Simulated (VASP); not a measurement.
```
CELL_PARAMETERS angstrom
      0.00000     2.79175     2.79175
      2.79175     0.00000     2.79175
      2.79175     2.79175     0.00000
ATOMIC_POSITIONS crystal
  Al 0.00000 0.00000 0.00000
  As 0.25000 0.25000 0.25000
```

Method: PBE GGA, VASP's PBE PAW potentials (set 64) (plane waves; VASP). Numerical set-up: PREC = Normal, 350 eV cut-off, 6×6×6 Γ-centred mesh, Gaussian smearing of 0.010 eV, potentials Al_GW As_GW.

Question: What does the run give for the energy per atom (σ→0), pressure, band gap (on the k-mesh) with the smallest direct gap where there is one?

Answer: 
band gap (on the k-mesh): 1.36 eV
smallest direct gap (on the k-mesh): 2.38 eV
energy per atom (σ→0): -4.661 eV/atom
pressure: 6.26 GPa

Only differences to runs with the same potentials and settings are physical.

The compound is AlAs in the zinc blende structure. This cell is one point of a volume scan, at 0.96 of the reference volume.
